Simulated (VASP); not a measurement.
Consider the following.

```
CELL_PARAMETERS angstrom
      1.82704    -3.16453     0.00000
      1.82704     3.16453     0.00000
      0.00000     0.00000     6.72699
ATOMIC_POSITIONS crystal
  Sn 0.00000 0.00000 0.00000
  S  0.33333 0.66667 0.21829
  S  0.66667 0.33333 0.78171
```

Level of theory: AM05 GGA, VASP's PBE PAW potentials (set 64) (plane waves; VASP). Numerical set-up: 520 eV cut-off, 8×8×4 Γ-centred mesh, tetrahedra with Blöchl corrections, potentials Sn_d S.

The cores are frozen, which limits the accuracy of field gradients. Without a dispersion term in the relaxation, distances and binding between the weakly bound layers, chains or molecules are unreliable, and so is what depends on them.

### Question
Give the principal components of the electric field gradient (V/Å²) and the asymmetry η at each nucleus.

### Answer

```csv
atom,Vxx,Vyy,Vzz,η
Sn1,-4.1,-4.1,8.2,0.00
S2,24.1,24.1,-48.2,0.00
S3,24.1,24.1,-48.2,0.00
```

The compound is SnS2 in the 1T layered structure. It was relaxed first, which changed the volume by +14 %.
